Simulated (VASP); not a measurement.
Given:

```
CELL_PARAMETERS angstrom
      3.87461     0.00000     0.00000
     -1.93730     3.35551     0.00000
      0.00000     0.00000     6.24484
ATOMIC_POSITIONS crystal
  Li 0.66667 0.33333 0.00182
  Li 0.33333 0.66667 0.50182
  Cl 0.66667 0.33333 0.62338
  Cl 0.33333 0.66667 0.12338
```

Method: r2SCAN meta-GGA, VASP's PBE PAW potentials (set 64) (plane waves; VASP). Settings: 520 eV cut-off, 7×7×4 Γ-centred mesh, tetrahedra with Blöchl corrections, potentials Li_sv Cl.

Q: Give the energies of bands 5 to 13 at the high-symmetry points, in eV from the valence-band maximum.

A: 
```json
[
 {"band": "5", "Γ": "-2.12", "M": "-1.96", "K": "-1.85", "A": "-1.17", "L": "-1.90", "H": "-1.53"},
 {"band": "6", "Γ": "-0.38", "M": "-1.43", "K": "-1.24", "A": "-1.17", "L": "-1.90", "H": "-1.53"},
 {"band": "7", "Γ": "-0.38", "M": "-1.17", "K": "-1.24", "A": "-0.21", "L": "-0.65", "H": "-1.47"},
 {"band": "8", "Γ": "-0.04", "M": "-0.93", "K": "-1.01", "A": "-0.21", "L": "-0.65", "H": "-1.47"},
 {"band": "9", "Γ": "-0.04", "M": "-0.60", "K": "-0.82", "A": "-0.21", "L": "-0.61", "H": "-0.43"},
 {"band": "10", "Γ": "0.00", "M": "-0.34", "K": "-0.82", "A": "-0.21", "L": "-0.61", "H": "-0.43"},
 {"band": "11", "Γ": "6.79", "M": "8.46", "K": "8.27", "A": "8.12", "L": "8.05", "H": "9.49"},
 {"band": "12", "Γ": "9.12", "M": "8.65", "K": "10.10", "A": "8.12", "L": "8.05", "H": "9.49"},
 {"band": "13", "Γ": "10.87", "M": "10.01", "K": "10.88", "A": "11.08", "L": "10.75", "H": "9.53"}
]
```

The gap is direct, 6.79 eV, from the valence maximum at Γ to the conduction minimum at Γ.

The structure was generated: LiCl was put into the wurtzite type (P6_3mc), which need not be its known phase. It was relaxed first.
